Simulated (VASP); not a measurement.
VASP ran on this input.

**KPOINTS**
```
Automatic
0
gamma
  9 9 9
```

POSCAR:
```
ZnS
1
   -0.0000000000     2.5065364586     2.5065364586
    2.5065364586     0.0000000000     2.5065364586
    2.5065364586     2.5065364586     0.0000000000
Zn S
1 1
Direct
  0.0000000000   0.0000000000   0.0000000000
  0.2500000000   0.2500000000   0.2500000000
```

### INCAR
```
# general
SYSTEM  = ZnS
PREC    = Accurate
ENCUT   = 500   # plane-wave cut-off (eV)
LREAL   = .FALSE.   # projection in real space or not
LASPH   = .TRUE.

# electronic loop
EDIFF   = 1E-6   # SCF stop (eV)
NELM    = 100   # most electronic steps
ALGO    = Normal
LMAXMIX = 4   # l cut-off of mixed one-centre charges

# smearing
ISMEAR  = 0
SIGMA   = 0.05   # width (eV)

# functional
GGA     = PE

# ions
IBRION  = 2   # conjugate gradients
NSW     = 40
ISIF    = 3
EDIFFG  = -0.02   # ionic stop
PSTRESS = 450   # kbar

# output
LWAVE   = .FALSE.
LCHARG  = .FALSE.
```

POTCAR, in this order: Zn S (PBE.64 set). Program: vasp_std.

Write an equivalent input for Quantum ESPRESSO's pw.x.

One equivalent input (not run):
```
&CONTROL
  calculation = 'vc-relax'
  pseudo_dir = './pseudo'
  outdir = './out'
  tprnfor = .true.
  tstress = .true.
  nstep = 40
  forc_conv_thr = 0.00078
/
&SYSTEM
  ibrav = 0
  nat = 2
  ntyp = 2
  ecutwfc = 84
  occupations = 'smearing'
  smearing = 'gaussian'
  degauss = 0.003675
  input_dft = 'pbe'
/
&ELECTRONS
  conv_thr = 7.3e-08
  electron_maxstep = 100
/
&IONS
/
&CELL
  press = 450
/
ATOMIC_SPECIES
  Zn 65.380 Zn.upf
  S 32.060 S.upf
CELL_PARAMETERS angstrom
    -0.0000000    2.5065365    2.5065365
     2.5065365    0.0000000    2.5065365
     2.5065365    2.5065365    0.0000000
ATOMIC_POSITIONS crystal
  Zn   0.0000000  0.0000000  0.0000000
  S    0.2500000  0.2500000  0.2500000
K_POINTS automatic
  9 9 9 0 0 0
```
The two are equivalent in intent, not identical: the potentials are each code's own (VASP's PAW set, PseudoDojo norm-conserving files in pw.x), so ENCUT and ecutwfc are chosen apart and not converted; conv_thr bounds pw.x's estimated SCF error, while EDIFF bounds the energy change between steps; forc_conv_thr acts on force components and is met together with etot_conv_thr.

The compound is ZnS in the zinc blende structure. This run relaxes it under an external pressure of 45 GPa. Symmetry was kept, so distortions that lower it aren't found.
